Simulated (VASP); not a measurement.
The cell holds one BP (zinc blende) (110) slab, with vacuum along c, ions free to move until forces fall under 0.03 eV/Å, no reconstruction beyond this cell, dipole correction on. Ionisation potential and electron affinity count from the cell's own band edges, surface states included.

Here is the system:

```yaml
crystal:
  lattice:
    - [4.53196, 0.00000, 0.00000]
    - [0.00000, 3.20458, 0.00000]
    - [0.00000, 0.00000, 24.58715]
  atoms:
    - { symbol: P, position: [0.24727, 0.00000, 0.66857] }
    - { symbol: P, position: [0.26134, 0.00000, 0.53300] }
    - { symbol: P, position: [0.76636, 0.50000, 0.59811] }
    - { symbol: P, position: [0.26636, 0.00000, 0.40189] }
    - { symbol: P, position: [0.76134, 0.50000, 0.46700] }
    - { symbol: P, position: [0.74727, 0.50000, 0.33143] }
    - { symbol: B, position: [0.45460, 0.50000, 0.64927] }
    - { symbol: B, position: [0.00998, 0.00000, 0.59837] }
    - { symbol: B, position: [0.51044, 0.50000, 0.53221] }
    - { symbol: B, position: [0.01044, 0.00000, 0.46779] }
    - { symbol: B, position: [0.50998, 0.50000, 0.40163] }
    - { symbol: B, position: [0.95460, 0.00000, 0.35073] }
```

Calculation: r2SCAN meta-GGA, VASP's PBE PAW potentials (set 64) (plane waves; VASP 6.6.1). Numerical set-up: 450 eV cut-off, 5×6×1 Γ-centred mesh, Gaussian smearing of 0.050 eV, potentials P B.

Slab and bulk use different k-meshes, so the surface energy is good to a few per cent at best.

Question: Predict its surface energy, ionisation potential, electron affinity.

Answer: 
The surface energy comes out as 2.11 J/m² and the ionisation potential is 5.77 eV. The electron affinity is 5.03 eV.

The cell is a thin slab with vacuum, built from BP (zinc blende): (110) face.
